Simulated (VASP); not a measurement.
# Driving VASP from ASE on P2W, part 3 of 4

Do ASE scripts that read P2W from different structure formats give one answer, and do several routes find one equilibrium volume? All runs use PBEsol. Left out of this account: 2 further runs (self-consistent run: it stopped with no message; self-consistent run: a reference on another mesh). The start is a cell from a database of measured crystal structures.

VASP 6.6.1; PBEsol; plane waves and PAW (P, W).

So far. Step 3 (Self-consistent run (PBEsol, through ASE), try 2): The energy lies +1.93 meV an atom from the first script, since this cell and mesh sample the zone at other points.

### 4. Relaxing cell and atoms (PBEsol, through ASE)

System of this step: P2W. The structure is orthorhombic, space group Cmc2_1 (No. 36). Conventional cell: a = 3.165 Å, b = 11.160 Å, c = 4.973 Å, α = 90.00°, β = 90.00°, γ = 90.00°. Nearest to P lie 1 P at 2.15 Å and 4 W at 2.48 to 2.49 Å. Nearest to P lie 1 P at 2.15 Å and 3 W at 2.49 Å. W has 7 P at 2.48 to 2.49 Å nearest. Farther neighbours are not listed.

The start need not lie at this functional's minimum. ISIF = 3 frees volume, shape and positions, and EDIFFG sets the threshold on forces and stress at which the search stops.

run.py

```python
import numpy as np
from ase.calculators.vasp import Vasp
from ase.io import read

atoms = read('P2W.cif')

calc = Vasp(
    xc='pbesol',
    pp='PBE',
    prec='Accurate',
    encut=400,
    ediff=1e-06,
    nelm=100,
    ismear=-1,
    sigma=0.05,
    lreal=False,
    algo='Normal',
    nbands=22,
    lasph=True,
    lorbit=11,
    lwave=False,
    lcharg=False,
    kpar=4,
    ibrion=2,
    nsw=60,
    isif=3,
    ediffg=-0.01,
    pp_version='64',
    setups={'P': '', 'W': ''},
    kpts=(10, 6, 10),
    gamma=True,
    txt='vasp.out',
)
atoms.calc = calc

print("energy (eV):", round(atoms.get_potential_energy(), 6))
print("Fermi level (eV):", round(calc.get_fermi_level(), 4))
print("forces (eV/A):")
print(np.round(atoms.get_forces(), 4))
print("stress (GPa, Voigt, tension positive):", np.round(atoms.get_stress() * 160.21766, 3))
print("cell (A, degrees):", np.round(atoms.cell.cellpar(), 4))
print("volume (A^3):", round(atoms.get_volume(), 4))
print("positions:")
print(np.round(atoms.get_scaled_positions(), 5))
```

P2W.cif

```cif
data_P2W
_cell_length_a 3.16490000
_cell_length_b 4.97320000
_cell_length_c 5.79999914
_cell_angle_alpha 90.00000000
_cell_angle_beta 74.16688995
_cell_angle_gamma 90.00000000
_space_group_name_H-M_alt 'P1'
_space_group_name_Hall 'P 1'
_space_group_IT_number 1
loop_
_space_group_symop_operation_xyz
'x,y,z'
loop_
_atom_site_label
_atom_site_type_symbol
_atom_site_symmetry_multiplicity
_atom_site_Wyckoff_symbol
_atom_site_fract_x
_atom_site_fract_y
_atom_site_fract_z
_atom_site_occupancy
P1 P 1 a 0.4299000000 0.1167000000 0.1402000000 1
P2 P 1 a 0.5701000000 0.6167000000 0.8598000000 1
P3 P 1 a 0.2980000000 0.8003000000 0.4040000000 1
P4 P 1 a 0.7020000000 0.3003000000 0.5960000000 1
W1 W 1 a 0.0931400000 0.0000000000 0.8137200000 1
W2 W 1 a 0.9068600000 0.5000000000 0.1862800000 1
```

Potentials, in the order of the species: P and W (PBE family, release 64).

Run with:

```bash
export ASE_VASP_COMMAND="mpirun -np 4 vasp_std"
python run.py
```

The program printed:

```text
energy (eV): -53.672707
Fermi level (eV): 9.2896
forces (eV/A):
[[ 0.      0.0025  0.0024]
 [-0.      0.0025 -0.0024]
 [ 0.     -0.0035  0.0012]
 [-0.     -0.0035 -0.0012]
 [ 0.      0.001   0.0061]
 [-0.      0.001  -0.0061]]
stress (GPa, Voigt, tension positive): [-0.023 -0.006 -0.011 -0.    -0.    -0.   ]
cell (A, degrees): [ 3.1469  4.9497  5.7873 90.     74.2236 90.    ]
volume (A^3): 86.7498
positions:
[[4.2980e-01 1.1710e-01 1.4041e-01]
 [5.7020e-01 6.1710e-01 8.5959e-01]
 [2.9690e-01 7.9950e-01 4.0620e-01]
 [7.0310e-01 2.9950e-01 5.9380e-01]
 [9.3260e-02 4.1000e-04 8.1348e-01]
 [9.0674e-01 5.0041e-01 1.8652e-01]]
```

Elapsed: 75 s, on 4 MPI ranks of AMD EPYC 9R45, shared host; peak memory 1.1 GiB.

ASE turned this into the INCAR:

```
ENCUT = 400.000000
SIGMA = 0.050000
EDIFF = 1.00e-06
EDIFFG = -1.00e-02
ALGO = Normal
GGA = PS
PREC = Accurate
IBRION = 2
ISIF = 3
ISMEAR = -1
KPAR = 4
LORBIT = 11
NBANDS = 22
NELM = 100
NSW = 60
LASPH = .TRUE.
LCHARG = .FALSE.
LWAVE = .FALSE.
LREAL = .FALSE.
```

The KPOINTS that ASE wrote:

```
KPOINTS created by Atomic Simulation Environment
0
Gamma
10 6 10
0 0 0
```

VASP's own log, vasp.out:

```text
[banner, memory and clock lines left out]
running    4 mpi-ranks, on    1 nodes
 distrk:  each k-point on    1 cores,    4 groups
 distr:  one band on    1 cores,    1 groups

 POSCAR found type information on POSCAR P W
 POSCAR found :  2 types and       6 ions
 [... a notice as in an earlier step ...]

 LDA part: xc-table for (Slater+PW92), standard interpolation
 POSCAR, INCAR and KPOINTS ok, starting setup
 FFT: planning ... GRIDC
 FFT: planning ... GRID_SOFT
 FFT: planning ... GRID
 WAVECAR not read
 entering main loop
       N       E                     dE             d eps       ncg     rms          rms(c)
DAV:   1     0.904750354443E+02    0.90475E+02   -0.11907E+04  5456   0.104E+03
DAV:   2    -0.475024491315E+02   -0.13798E+03   -0.12961E+03  7190   0.235E+02
DAV:   3    -0.554189505251E+02   -0.79165E+01   -0.76572E+01  7504   0.509E+01
[... 1 cycle as in an earlier step ...]
DAV:   5    -0.555928180529E+02   -0.39542E-02   -0.39502E-02  7398   0.108E+00    0.371E+01
DAV:   6    -0.539892325845E+02    0.16036E+01   -0.72815E+00  8388   0.133E+01    0.153E+01
DAV:   7    -0.537471755744E+02    0.24206E+00   -0.13181E+00  7298   0.687E+00    0.917E+00
DAV:   8    -0.536679996402E+02    0.79176E-01   -0.23032E-01  7712   0.307E+00    0.675E-01
DAV:   9    -0.536672945219E+02    0.70512E-03   -0.17683E-02  7164   0.761E-01    0.492E-01
DAV:  10    -0.536671166396E+02    0.17788E-03   -0.16053E-03  7068   0.237E-01    0.233E-01
DAV:  11    -0.536670723325E+02    0.44307E-04   -0.36299E-04  7414   0.109E-01    0.671E-02
DAV:  12    -0.536670758400E+02   -0.35075E-05   -0.63408E-05  7068   0.532E-02    0.181E-02
DAV:  13    -0.536670740773E+02    0.17627E-05   -0.47528E-06  6756   0.127E-02    0.854E-03
DAV:  14    -0.536670735304E+02    0.54688E-06   -0.13546E-06  4776   0.741E-03
   1 F= -.53667074E+02 E0= -.53661770E+02  d E =-.536671E+02
 curvature:   0.00 expect dE= 0.000E+00 dE for cont linesearch  0.000E+00
 trial: gam= 0.00000 g(F)=  0.572E-02 g(S)=  0.410E-01 ort = 0.000E+00 (trialstep = 0.100E+01)
 search vector abs. value=  0.468E-01
 bond charge predicted
       N       E                     dE             d eps       ncg     rms          rms(c)
DAV:   1    -0.536862362653E+02   -0.19162E-01   -0.16866E+00  5678   0.754E+00    0.290E+00
DAV:   2    -0.536629402017E+02    0.23296E-01   -0.57390E-02  6824   0.147E+00    0.198E+00
DAV:   3    -0.536515789509E+02    0.11361E-01   -0.33057E-02  6374   0.962E-01    0.424E-01
DAV:   4    -0.536513498002E+02    0.22915E-03   -0.15666E-03  6680   0.229E-01    0.158E-01
DAV:   5    -0.536513538118E+02   -0.40117E-05   -0.68821E-05  7786   0.465E-02    0.822E-02
DAV:   6    -0.536513611818E+02   -0.73699E-05   -0.10533E-05  6686   0.184E-02    0.964E-03
DAV:   7    -0.536513608455E+02    0.33630E-06   -0.10367E-06  4738   0.730E-03
   2 F= -.53651361E+02 E0= -.53646478E+02  d E =0.157127E-01
[...]
3 F= -.53676034E+02 E0= -.53670887E+02  d E =-.896053E-02
[...]
4 F= -.53677314E+02 E0= -.53672248E+02  d E =-.128003E-02
[...]
5 F= -.53677333E+02 E0= -.53672259E+02  d E =-.129933E-02
[...]
6 F= -.53677715E+02 E0= -.53672643E+02  d E =-.381208E-03
[...]
7 F= -.53677734E+02 E0= -.53672663E+02  d E =-.400152E-03
 curvature:  -0.68 expect dE=-0.807E-04 dE for cont linesearch -0.223E-07
 trial: gam= 0.14718 g(F)=  0.858E-04 g(S)=  0.325E-04 ort = 0.548E-05 (trialstep = 0.904E+00)
 search vector abs. value=  0.140E-03
 bond charge predicted
       N       E                     dE             d eps       ncg     rms          rms(c)
DAV:   1    -0.536778084445E+02   -0.74243E-04   -0.91283E-03  5468   0.490E-01    0.313E-02
DAV:   2    -0.536777992671E+02    0.91774E-05   -0.16155E-04  7476   0.765E-02    0.155E-02
DAV:   3    -0.536777950273E+02    0.42398E-05   -0.16897E-05  7072   0.231E-02    0.725E-03
DAV:   4    -0.536777940986E+02    0.92861E-06   -0.14023E-06  4822   0.754E-03
   8 F= -.53677794E+02 E0= -.53672707E+02  d E =-.605516E-04
 trial-energy change:   -0.000061  1 .order   -0.000062   -0.000108   -0.000016
 step:   1.0598(harm=  1.0598)  dis= 0.00131  next Energy=   -53.677797 (dE=-0.631E-04)
 reached required accuracy - stopping structural energy minimisation
```

From OUTCAR (step 4):

```text
  LATTYP: Found a base centered orthorhombic cell.
 ALAT       =     3.1649000000
 B/A-ratio  =     3.5261461667
 C/A-ratio  =     1.5713608645

 Found    124 irreducible k-points:

   NELECT =      32.0000    total number of electrons

 E-fermi :   9.2896

 k-point     1 :       0.0000    0.0000    0.0000
  band No.  band energies     occupation
    ...
     12       6.7603      2.00000
     13       7.1376      2.00000
     14       7.7423      2.00000
     15       8.0189      2.00000
     16       8.3940      2.00000
     17       9.5845      0.00547
     18      10.6343      0.00000
     19      10.6477      0.00000
     20      11.3152      0.00000
     21      12.1654      0.00000
    ...

 k-point     2 :       0.1000    0.0000    0.0000
  band No.  band energies     occupation
    ...
     12       6.7034      2.00000
     13       7.0031      2.00000
     14       7.6698      2.00000
     15       8.1903      2.00000
     16       8.6385      2.00000
     17       9.9649      0.00000
     18      10.3970      0.00000
     19      10.9989      0.00000
     20      11.4095      0.00000
     21      12.0680      0.00000
    ...

  Total        0.0125644      0.0031626      0.0060027      0.0000000      0.0000000      0.0000000
  in kB        0.2320512      0.0584099      0.1108644      0.0000000      0.0000000      0.0000000
  external PRESSURE =       0.1337752 kB  Pullay stress =       0.0000000 kB

  energy-cutoff  :      400.00
  volume of cell :       86.75
      direct lattice vectors                 reciprocal lattice vectors
     3.146938470 -0.000000000 -0.000000000     0.317769162 -0.000000000 -0.089778474
     0.000000000  4.949738041 -0.000000000     0.000000000  0.202030894 -0.000000000
     1.573469236  0.000000000  5.569263733     0.000000000  0.000000000  0.179556948

 POSITION                                       TOTAL-FORCE (eV/Angst)
 -----------------------------------------------------------------------------------
      1.57347      0.57959      0.78196         0.000000      0.002468      0.002422
      3.14694      3.05446      4.78730        -0.000000      0.002468     -0.002422
      1.57347      3.95730      2.26224         0.000000     -0.003498      0.001204
      3.14694      1.48244      3.30703        -0.000000     -0.003498     -0.001204
      1.57347      0.00202      4.53051         0.000000      0.001030      0.006105
      3.14694      2.47688      1.03876        -0.000000      0.001030     -0.006105
 -----------------------------------------------------------------------------------
    total drift:                               -0.000000      0.001024     -0.000002

  FREE ENERGIE OF THE ION-ELECTRON SYSTEM (eV)
  ---------------------------------------------------
  free  energy   TOTEN  =       -53.6777940986 eV

  energy  without entropy=      -53.6676198111  energy(sigma->0) =      -53.67270695

 reached required accuracy - stopping structural energy minimisation

 total charge
# of ion       s       p       d       tot
------------------------------------------
    1        1.022   1.465   0.000   2.487
    2        1.022   1.465   0.000   2.487
    3        1.030   1.454   0.000   2.484
    4        1.030   1.454   0.000   2.484
    5        0.563   0.686   4.468   5.717
    6        0.563   0.686   4.468   5.717
--------------------------------------------------
tot          5.229   7.209   8.937  21.374

[... 7 parts as in an earlier step ...]

[... 5 further parts left out ...]
```

CONTCAR:

```
P  W
   1.00000000000000
     3.1469384703838537   -0.0000000000000000   -0.0000000000008884
     0.0000000000000000    4.9497380408989882   -0.0000000000000000
     1.5734692359978286    0.0000000000000000    5.5692637334970421
  P               W
     4     2
Direct
     0.4297966371499267    0.1170950619823068    0.1404067257001572
     0.5702033628500734    0.6170950619823069    0.8595932742998428
     0.2968996645110124    0.7994977518785388    0.4062006709779709
     0.7031003354889878    0.2994977518785388    0.5937993290220219
     0.0932580223265063    0.0004071861391559    0.8134839553469810
     0.9067419776734937    0.5004071861391560    0.1865160446530119
```

The run keeps the 4 symmetry operations of its start, so it cannot find a distortion of lower symmetry.

Step by step:

| step | energy less that of the first step (eV) | largest force (eV/Å) | pressure (GPa) | volume (Å³) |
| --- | --- | --- | --- | --- |
| 1 | 0.0000 | 0.1786 | -2.35 | 87.83 |
| 2 | 0.0157 | 0.2306 | 4.73 | 85.13 |
| 3 | -0.0090 | 0.1534 | 0.21 | 86.80 |
| 4 | -0.0102 | 0.0734 | -0.10 | 86.84 |
| 5 | -0.0103 | 0.0629 | -0.07 | 86.84 |
| 6 | -0.0106 | 0.0226 | -0.02 | 86.78 |
| 7 | -0.0107 | 0.0289 | -0.01 | 86.77 |
| 8 | -0.0107 | 0.0062 | 0.01 | 86.75 |

| conventional cell, symmetrised | before | after | change |
| --- | --- | --- | --- |
| a (Å) | 3.165 | 3.147 | -0.6 % |
| b (Å) | 11.160 | 11.139 | -0.2 % |
| c (Å) | 4.973 | 4.950 | -0.5 % |
| volume (Å³/atom) | 14.64 | 14.46 | -1.2 % |

The atoms that moved most (Å, as changes of fractional coordinates times the final cell):

| atom | dx | dy | dz | length |
| --- | --- | --- | --- | --- |
| P4 | 0.000 | -0.004 | -0.012 | 0.013 |
| P3 | 0.000 | -0.004 | 0.012 | 0.013 |

The relaxed structure:

```
P W
1.0
     3.14694    0.00000    0.00000
     0.00000    4.94974    0.00000
     1.57347    0.00000    5.56926
P W
4 2
Direct
  0.42980 0.11710 0.14041
  0.57020 0.61710 0.85959
  0.29690 0.79950 0.40620
  0.70310 0.29950 0.59380
  0.09326 0.00041 0.81348
  0.90674 0.50041 0.18652
```

This step gave:

```yaml
electrons: 32
bands: 22
irreducible_k_points: 124
free_energy_toten: -53.6778 eV
energy_at_zero_smearing: -53.6727 eV
fermi_energy: 9.290 eV
pressure: 0.01338 GPa
scf_cycles_over_all_ionic_steps: 49
```

It ends with a largest force of 0.006 eV/Å and a pressure of 0.01 GPa.

### 5. Equation of state by an ASE loop (PBEsol)

An ASE loop scales the volume and fits the energies, which gives the bulk modulus from energies alone.

run.py

```python
import numpy as np
from ase.calculators.vasp import Vasp
from ase.io import read
from ase.eos import EquationOfState
from ase.units import GPa

atoms = read('P2W.cif')

calc = Vasp(
    xc='pbesol',
    pp='PBE',
    prec='Accurate',
    encut=400,
    ediff=1e-06,
    nelm=100,
    ismear=-1,
    sigma=0.05,
    lreal=False,
    algo='Normal',
    nbands=22,
    lasph=True,
    lorbit=11,
    lwave=False,
    lcharg=False,
    kpar=4,
    isif=2,
    pp_version='64',
    setups={'P': '', 'W': ''},
    kpts=(10, 6, 10),
    gamma=True,
    txt='vasp.out',
)
atoms.calc = calc

cell, volumes, energies = atoms.get_cell(), [], []
for x in [0.94, 0.96, 0.98, 1.0, 1.02, 1.04, 1.06]:
    atoms.set_cell(cell * x ** (1 / 3), scale_atoms=True)
    volumes.append(atoms.get_volume())
    energies.append(atoms.get_potential_energy())
    print(f"{x:.2f}  V = {volumes[-1]:.4f} A^3  E = {energies[-1]:.6f} eV")
v0, e0, b0 = EquationOfState(volumes, energies, eos="birchmurnaghan").fit()
print(f"V0 = {v0:.4f} A^3  E0 = {e0:.6f} eV  B0 = {b0 / GPa:.2f} GPa")
```

P2W.cif is that of step 4.

The program printed:

```text
0.94  V = 82.5570 A^3  E = -53.500664 eV
0.96  V = 84.3136 A^3  E = -53.611172 eV
0.98  V = 86.0701 A^3  E = -53.662820 eV
1.00  V = 87.8266 A^3  E = -53.661770 eV
1.02  V = 89.5832 A^3  E = -53.613555 eV
1.04  V = 91.3397 A^3  E = -53.523147 eV
1.06  V = 93.0962 A^3  E = -53.395018 eV
V0 = 86.9029 A^3  E0 = -53.668526 eV  B0 = 225.29 GPa
```

Run time: 2.1 min. Hardware: 4 MPI ranks; peak memory 1 GiB; 8.1 min of CPU time.

ASE turned this into the INCAR:

```
ENCUT = 400.000000
SIGMA = 0.050000
EDIFF = 1.00e-06
ALGO = Normal
GGA = PS
PREC = Accurate
ISIF = 2
ISMEAR = -1
KPAR = 4
LORBIT = 11
NBANDS = 22
NELM = 100
LASPH = .TRUE.
LCHARG = .FALSE.
LWAVE = .FALSE.
LREAL = .FALSE.
```

The KPOINTS that ASE wrote:

```
KPOINTS created by Atomic Simulation Environment
0
Gamma
10 6 10
0 0 0
```

vasp.out (the last of its runs):

```text
[banner, memory and clock lines left out]
running    4 mpi-ranks, on    1 nodes
 distrk:  each k-point on    1 cores,    4 groups
 distr:  one band on    1 cores,    1 groups

 POSCAR found type information on POSCAR P W
 POSCAR found :  2 types and       6 ions
 [... a notice as in an earlier step ...]

 LDA part: xc-table for (Slater+PW92), standard interpolation
 POSCAR, INCAR and KPOINTS ok, starting setup
 FFT: planning ... GRIDC
 FFT: planning ... GRID_SOFT
 FFT: planning ... GRID
 WAVECAR not read
 WARNING: random wavefunctions but no delay for mixing, default for NELMDL
 entering main loop
       N       E                     dE             d eps       ncg     rms          rms(c)
DAV:   1     0.866163942274E+02    0.86616E+02   -0.11760E+04  5456   0.104E+03
DAV:   2    -0.471110854131E+02   -0.13373E+03   -0.12586E+03  7100   0.228E+02
DAV:   3    -0.553295791250E+02   -0.82185E+01   -0.79209E+01  7554   0.516E+01
DAV:   4    -0.555168075235E+02   -0.18723E+00   -0.18586E+00  7432   0.828E+00
DAV:   5    -0.555216487326E+02   -0.48412E-02   -0.48354E-02  7534   0.117E+00    0.332E+01
DAV:   6    -0.537600558832E+02    0.17616E+01   -0.94488E+00  8552   0.146E+01    0.127E+01
DAV:   7    -0.535034097820E+02    0.25665E+00   -0.18642E+00  7508   0.793E+00    0.909E+00
DAV:   8    -0.534019728122E+02    0.10144E+00   -0.30722E-01  7788   0.345E+00    0.689E-01
DAV:   9    -0.534010045045E+02    0.96831E-03   -0.20396E-02  7196   0.794E-01    0.496E-01
DAV:  10    -0.534008310463E+02    0.17346E-03   -0.17735E-03  7006   0.253E-01    0.220E-01
DAV:  11    -0.534007864193E+02    0.44627E-04   -0.39250E-04  7332   0.111E-01    0.696E-02
DAV:  12    -0.534007905766E+02   -0.41573E-05   -0.61172E-05  6870   0.512E-02    0.183E-02
DAV:  13    -0.534007885804E+02    0.19962E-05   -0.49861E-06  6830   0.124E-02    0.908E-03
DAV:  14    -0.534007881273E+02    0.45310E-06   -0.14051E-06  5068   0.702E-03
   1 F= -.53400788E+02 E0= -.53395018E+02  d E =-.115404E-01
```

From OUTCAR (step 5):

```text
   ENCUT  =  400.0 eV  29.40 Ry    5.42 a.u.   5.26  8.27  9.64*2*pi/ulx,y,z

   NELECT =      32.0000    total number of electrons

 E-fermi :   8.4063

 k-point     1 :       0.0000    0.0000    0.0000
  band No.  band energies     occupation
    ...
     12       5.9805      2.00000
     13       6.3684      2.00000
     14       6.9219      2.00000
     15       7.2869      2.00000
     16       7.5127      2.00000
     17       8.6274      0.02376
     18       9.5970      0.00000
     19       9.6161      0.00000
     20      10.1844      0.00000
     21      11.0061      0.00000
    ...

  Total       -7.4940346     -7.6244750     -8.0766873      0.0000000      0.0000000     -0.0000000
  in kB     -128.9716289   -131.2164959   -138.9990276      0.0000000      0.0000000     -0.0000000
  external PRESSURE =    -133.0623841 kB  Pullay stress =       0.0000000 kB

 POSITION                                       TOTAL-FORCE (eV/Angst)
 -----------------------------------------------------------------------------------
      1.61349      0.59176      0.79765        -0.000000      0.147011     -0.293550
      3.22697      3.12712      4.89174         0.000000      0.147011      0.293550
      1.61349      4.05811      2.29851        -0.000000     -0.116896     -0.197736
      3.22697      1.52274      3.39088         0.000000     -0.116896      0.197736
      1.61349      0.00000      4.62957        -0.000000     -0.030115     -0.018992
      3.22697      2.53537      1.05982         0.000000     -0.030115      0.018992
 -----------------------------------------------------------------------------------
    total drift:                               -0.000000      0.000476      0.000000

  FREE ENERGIE OF THE ION-ELECTRON SYSTEM (eV)
  ---------------------------------------------------
  free  energy   TOTEN  =       -53.4007881273 eV

  energy  without entropy=      -53.3892476805  energy(sigma->0) =      -53.39501790

[... 3 parts as in an earlier step ...]

[... 13 further parts left out ...]
```

Numbers from this step:

- bulk modulus: 225.3 GPa
- equilibrium volume of the fit: 14.48 Å³/atom

The fitted volume lies +0.18 % from the relaxed one.

[end of part 3 of 4]

[Lines on the potential files, build, host, timing and source positions are cut from VASP's logs without a mark.]

[Logs are printed without paths, hosts, clocks, repeated set-up lines and the standing remarks that a program may print on its own settings, such as how far it seeks lower states.]

[Hosts, paths, dates, database ids (printed as entryN), source tags and the programs' standing remarks are cut or masked in the printed files.]

[A measured line is paired with the nearest computed mode of its activity, which favours agreement.]
